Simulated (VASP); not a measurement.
# SnCl4 in VASP: notebook, part 2 of 2

VASP 6.6.1.

## Step 3: Single point, optB86b-vdW

File INCAR:

```
PREC = Accurate
ENCUT = 400
EDIFF = 1E-6
ISMEAR = 0
SIGMA = 0.005
LREAL = F
LASPH = T
NELM = 100
ALGO = Fast
ISIF = 2
LWAVE = F
LCHARG = F
GGA = MK
LUSE_VDW = T
AGGAC = 0.0
PARAM1 = 0.1234
PARAM2 = 1.0
NBANDS = 29
ISYM = 0
```

File KPOINTS:

```
Automatic mesh
0
Gamma
  1 1 1
```

File POSCAR:

```
SnCl4
1.0
   14.2077045379      0.0000000000      0.0000000000
    0.0000000000     14.7077045379      0.0000000000
    0.0000000000      0.0000000000     15.2077045379
Sn Cl
1 4
Direct
    0.5026000000      0.5043000000      0.5008000000
    0.5365000000      0.3681000000      0.5703000000
    0.6234000000      0.6070000000      0.5257000000
    0.3631000000      0.5628000000      0.5557000000
    0.4872000000      0.4797000000      0.3510000000
```

Potentials or basis: VASP PAW PBE potentials, release 64 (Sn_d, Cl).

Launch:

```sh
$ cat potpaw_PBE.64/Sn_d/POTCAR potpaw_PBE.64/Cl/POTCAR > POTCAR
$ mpirun -np 4 vasp_gam > vasp.out
```

OUTCAR:

```text
PREC = Accurate
   ENCUT = 400
   EDIFF = 1E-6
   ISMEAR = 0
   LREAL = F
   LASPH = T
   NELM = 100
   ISIF = 2
   GGA = MK
   ISYM = 0

 ion  position               nearest neighbor table
   1  0.503  0.504  0.501-   2 2.32   4 2.32   5 2.32   3 2.32
   2  0.536  0.368  0.570-   1 2.32
   3  0.623  0.607  0.526-   1 2.32
   4  0.363  0.563  0.556-   1 2.32
   5  0.487  0.480  0.351-   1 2.32

IMPORTANT INFORMATION: All symmetrisations will be switched off!
NOSYMM: (Re-)initialisation of all symmetry stuff for point group C_1.

----------------------------------------------------------------------------------------

                                     Primitive cell

  volume of cell :    3177.8433

  direct lattice vectors                    reciprocal lattice vectors
    14.207704538  0.000000000  0.000000000     0.070384347  0.000000000  0.000000000
     0.000000000 14.707704538  0.000000000     0.000000000  0.067991575  0.000000000
     0.000000000  0.000000000 15.207704538     0.000000000  0.000000000  0.065756143

  length of vectors
    14.207704538 14.707704538 15.207704538     0.070384347  0.067991575  0.065756143

  position of ions in fractional coordinates (direct lattice)
     0.502600000  0.504300000  0.500800000
     0.536500000  0.368100000  0.570300000
     0.623400000  0.607000000  0.525700000
     0.363100000  0.562800000  0.555700000
     0.487200000  0.479700000  0.351000000

  ion indices of the primitive-cell ions
   primitive index   ion index
                 1           1
                 2           2
                 3           3
                 4           4
                 5           5

----------------------------------------------------------------------------------------

 KPOINTS: Automatic mesh

Automatic generation of k-mesh.
 Grid dimensions read from file:
 generate k-points for:    1    1    1

 Generating k-lattice:

  Cartesian coordinates                     Fractional coordinates (reciprocal lattice)
     0.070384347  0.000000000  0.000000000     1.000000000  0.000000000  0.000000000
     0.000000000  0.067991575  0.000000000     0.000000000  1.000000000  0.000000000
     0.000000000  0.000000000  0.065756143     0.000000000  0.000000000  1.000000000

  Length of vectors
     0.070384347  0.067991575  0.065756143

  Shift w.r.t. Gamma in fractional coordinates (k-lattice)
     0.000000000  0.000000000  0.000000000

 Subroutine IBZKPT returns following result:
 ===========================================

 Found      1 irreducible k-points:

 Following reciprocal coordinates:
            Coordinates               Weight
  0.000000  0.000000  0.000000      1.000000
   k-points           NKPTS =      1   k-points in BZ     NKDIM =      1   number of bands    NBANDS=     32
   number of dos      NEDOS =    301   number of ions     NIONS =      5
   total plane-waves  NPLWV = 921600
   dimension x,y,z NGX =    96 NGY =   96 NGZ =  100
   dimension x,y,z NGXF=   192 NGYF=  192 NGZF=  200
   ions per type =               1   4
   NGX,Y,Z   is equivalent  to a cutoff of  11.23, 10.85, 10.93 a.u.
   NGXF,Y,Z  is equivalent  to a cutoff of  22.47, 21.70, 21.86 a.u.
 SYSTEM =  unknown system
   PREC   = accura    normal or accurate (medium, high low for compatibility)
   ISTART =      0    job   : 0-new  1-cont  2-samecut
   ICHARG =      2    charge: 1-file 2-atom 10-const
   ISPIN  =      1    spin polarized calculation?
   LNONCOLLINEAR =      F non collinear calculations
   LSORBIT =      F    spin-orbit coupling
   LASPH  =      T    aspherical Exc in radial PAW
   ENCUT  =  400.0 eV  29.40 Ry    5.42 a.u.  23.17 23.98 24.80*2*pi/ulx,y,z
   NELM   =    100;   NELMIN=  2; NELMDL= -5     # of ELM steps
   EDIFF  = 0.1E-05   stopping-criterion for ELM
   LREAL  =      F    real-space projection
   EDIFFG = 0.1E-04   stopping-criterion for IOM
   NSW    =      0    number of steps for IOM
   IBRION =     -1    ionic relax: 0-MD 1-quasi-New 2-CG
   NFREE  =      0    steps in history (QN), initial steepest desc. (CG)
   ISIF   =      2    stress and relaxation
   ISYM   =      0    0-nonsym 1-usesym 2-fastsym
   POTIM  = 0.5000    time-step for ionic-motion
   TEBEG  =    0.0;   TEEND  =   0.0 temperature during run
   PSTRESS=    0.0 pullay stress
   NELECT =      42.0000    total number of electrons
   NUPDOWN=      -1.0000    fix difference up-down
   EMIN   =  10.00;   EMAX   =-10.00  energy-range for DOS
   EFERMI =   0.00;   METHOD = LEGACY
   ISMEAR =     0;   SIGMA  =   0.01  broadening in eV -4-tet -1-fermi 0-gaus
   EFERMI_NEDOS =   21; number of points for ismear=-14 and -15
   IALGO  =     68    algorithm
   IMIX   =      4    mixing-type and parameters
     AMIX     =   0.40;   BMIX     =  1.00
     AMIX_MAG =   1.60;   BMIX_MAG =  1.00
  volume/ion in A,a.u.               =     635.57      4289.03
  Fermi-wavevector in a.u.,A,eV,Ry     =   0.387062  0.731441  2.038383  0.149817
  Thomas-Fermi vector in A             =   1.326613
   LORBIT       =      0    0 simple, 1 ext, 2 COOP (PROOUT), +10 PAW based schemes
   GGA     = MK    functional components
   LHFCALC =     F    Hartree Fock is set to
   AEXX    =    0.0000 exact exchange contribution
   IVDW_NL    =     1    kernel type
   BPARAM     = 6.3000
   IVDW    =     0    specifies the selected vdW correction
   LEPSILON=     F    determine dielectric tensor
   LRPA    =     F    only Hartree local field effects (RPA)
 non-spin polarized calculation
 RMM-DIIS sequential band-by-band and
 Gauss-broadening in eV      SIGMA  =   0.01
  energy-cutoff  :      400.00
  volume of cell :     3177.84
 maximum number of plane-waves:     28853
 NGX is ok and might be reduce to    96
   NGX = 47   NGY = 47   NGZ = 49

 number of electron      42.0000012 magnetization

 Free energy of the ion-electron system (eV)
  ---------------------------------------------------
  ext. energy  EPLUGINS =         0.00000000
  ---------------------------------------------------
  free energy    TOTEN  =        -5.02036467 eV

  energy without entropy =       -5.02036467  energy(sigma->0) =       -5.02036467

 E-fermi :  -7.9665     XC(G=0):  -0.8842

 val. band max:       -8.0110297726   @ k =   0.0000   0.0000   0.0000
 cond. band min:      -4.1045541351   @ k =   0.0000   0.0000   0.0000
 fundamental gap:      3.9064756375
 Fermi energy:        -7.9665083211

 k-point     1 :       0.0000    0.0000    0.0000
  band No.  band energies     occupation
      1     -28.0119      2.00000
      2     -28.0117      2.00000
      3     -28.0110      2.00000
      4     -27.8579      2.00000
      5     -27.8578      2.00000
      6     -21.2186      2.00000
[... 24 lines left out ...]
     31       0.4325      0.00000
     32       0.4819      0.00000

------------------------ aborting loop because EDIFF is reached ----------------------------------------

  FORCE on cell =-STRESS in cart. coord.  units (eV):
  Direction    XX          YY          ZZ          XY          YZ          ZX
  --------------------------------------------------------------------------------------
  -------------------------------------------------------------------------------------
  Total       -0.3396374     -0.3291229     -0.3303711     -0.0199086     -0.0109672     -0.0054017
  in kB       -0.1712354     -0.1659343     -0.1665636     -0.0100373     -0.0055294     -0.0027234
  external PRESSURE =      -0.1679111 kB  Pullay stress =       0.0000000 kB

 VOLUME and BASIS-vectors are now :
 -----------------------------------------------------------------------------
  energy-cutoff  :      400.00
  volume of cell :     3177.84
      direct lattice vectors                 reciprocal lattice vectors
    14.207704538  0.000000000  0.000000000     0.070384347  0.000000000  0.000000000
     0.000000000 14.707704538  0.000000000     0.000000000  0.067991575  0.000000000
     0.000000000  0.000000000 15.207704538     0.000000000  0.000000000  0.065756143

 POSITION                                       TOTAL-FORCE (eV/Angst)
 -----------------------------------------------------------------------------------
      7.14079      7.41710      7.61602         0.004040      0.021870     -0.017773
      7.62243      5.41391      8.67295        -0.011871      0.051830     -0.025207
      8.85708      8.92758      7.99469        -0.059575     -0.056513     -0.010936
      5.15882      8.27750      8.45092         0.058900     -0.027207     -0.021001
      6.92199      7.05529      5.33790         0.008507      0.010020      0.074917
 -----------------------------------------------------------------------------------
    total drift:                                0.001499      0.002853     -0.001166

  FREE ENERGIE OF THE ION-ELECTRON SYSTEM (eV)
  ---------------------------------------------------
  free  energy   TOTEN  =        -5.0203646738 eV

  energy  without entropy=       -5.0203646738  energy(sigma->0) =       -5.02036467

Total vdW correction in eV:      9.5804692
```

stdout:

```text
POSCAR found type information on POSCAR SnCl
 POSCAR found :  2 types and       5 ions
 scaLAPACK will be used
 -----------------------------------------------------------------------------
|                                                                             |
|                                                                             |
|     You have switched on vdW-DFT.                                           |
[... 34 lines left out ...]
 -----------------------------------------------------------------------------

 POSCAR, INCAR and KPOINTS ok, starting setup
 FFT: planning ... GRIDC
 FFT: planning ... GRID_SOFT
 FFT: planning ... GRID
 WAVECAR not read
 entering main loop
```

Run time: 6.8 min. Hardware: 4 MPI ranks of Intel Xeon Platinum 8488C (Sapphire Rapids), shared host; peak memory 1.6 GiB.

Results:

| Property | Result |
| --- | --- |
| Free energy | -5.0204 eV |
| Largest force | 0.083 eV/Å |
| Gap between the frontier levels | 3.91 eV |

Forces on the atoms (eV/Å):
```
Sn   0.004  0.022 -0.018
Cl  -0.012  0.052 -0.025
Cl  -0.060 -0.057 -0.011
Cl   0.059 -0.027 -0.021
Cl   0.009  0.010  0.075
```

Caveat: the PAW data sets were made with another functional, which shifts forces and pressure a little; spin-orbit coupling is left out, which moves the levels of the heavy elements.

## Step 4: Single point, rev-vdW-DF2

INCAR, as its differences from that of step 3:

```diff
@@ -16,3 +16,4 @@
 PARAM1 = 0.1234
-PARAM2 = 1.0
+PARAM2 = 0.711357
+ZAB_VDW = -1.8867
 NBANDS = 29
```

KPOINTS is that of step 3.

POSCAR is that of step 3.

Launch:

```sh
$ cat potpaw_PBE.64/Sn_d/POTCAR potpaw_PBE.64/Cl/POTCAR > POTCAR
$ mpirun -np 4 vasp_gam > vasp.out
```

Run time: 7.3 min. Hardware: 4 MPI ranks of Intel Xeon Platinum 8488C (Sapphire Rapids), shared host; peak memory 1.6 GiB.

The run converged. Its results:

- Free energy: -6.2540 eV
- Largest force: 0.049 eV/Å
- Gap between the frontier levels: 3.88 eV

Forces in eV/Å, atoms in the order of the input:
```
Sn   0.004  0.022 -0.018
Cl  -0.005  0.022 -0.010
Cl  -0.034 -0.034 -0.005
Cl   0.030 -0.015 -0.009
Cl   0.005  0.005  0.041
```

Levels at points of the mesh, in eV from the valence-band top:
| k point | band 19 | band 20 | band 21 | band 22 | band 23 | band 24 |
| --- | --- | --- | --- | --- | --- | --- |
| (0.00, 0.00, 0.00) | 0.00 | 0.00 | 0.00 | 3.88 | 7.01 | 7.02 |

Caveat: the PAW data sets were made with another functional, which shifts forces and pressure a little; spin-orbit coupling is left out, which moves the levels of the heavy elements.

## Step 5: The runs side by side

```tsv
level	gap on the mesh (eV)	largest force (eV/Å)
PBE+D3(BJ)	3.98	0.04
optB86b-vdW	3.91	0.08
rev-vdW-DF2	3.88	0.05
```

Alike in all rows: task single point; potentials or basis VASP PAW PBE potentials, release 64 (Sn_d, Cl); no spin polarisation; cell as given; k mesh 1 × 1 × 1; cutoff (eV) 400; smearing gaussian 0.005 eV.

On the cell as given the gap runs from 3.88 eV (rev-vdW-DF2) to 3.98 eV (PBE+D3(BJ)).

Caveats: spin-orbit coupling is left out, which moves the levels of the heavy elements; the PAW data sets were made with another functional, which shifts forces and pressure a little (some runs).

Total energies depend on the potentials used, so only differences within one code and one set of settings carry meaning.
